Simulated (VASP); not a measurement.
AlN:

```
Al N
1.0
     3.11000    0.00000    0.00000
    -1.55500    2.69334    0.00000
     0.00000    0.00000    4.98000
Al N
2 2
Direct
  0.66667 0.33333 0.00000
  0.33333 0.66667 0.50000
  0.66667 0.33333 0.38200
  0.33333 0.66667 0.88200
```

Base run:

```yaml
Program: VASP 6.6.1
Functional: r2SCAN
Potentials_or_basis: VASP PAW PBE potentials, release 64 (Al, N)
Cutoff: 520 eV
k_mesh: 8 × 8 × 5
Occupations: fermi-dirac, width 0.05 eV
Spin: no spin polarisation
```

Its results: band gap on the k mesh 4.89 eV, direct; pressure -0.9 GPa; largest force 0.016 eV/Å.

Problem. The run is repeated on the same cell with these changes: functional from r2SCAN to HSE06; k mesh from 8 × 8 × 5 to 6 × 6 × 4. What comes out?

Solution. Band gap on the k mesh 5.58 eV, direct; pressure -1.3 GPa; largest force 0.011 eV/Å.

Several settings changed at once, so the effect can't be laid on one alone.

Caveats: the PAW data sets were made with another functional, which shifts forces and pressure a little; an odd mesh through Γ misses points on the zone boundary, where band edges often lie (some runs).

Not every run made on this cell is shown here.
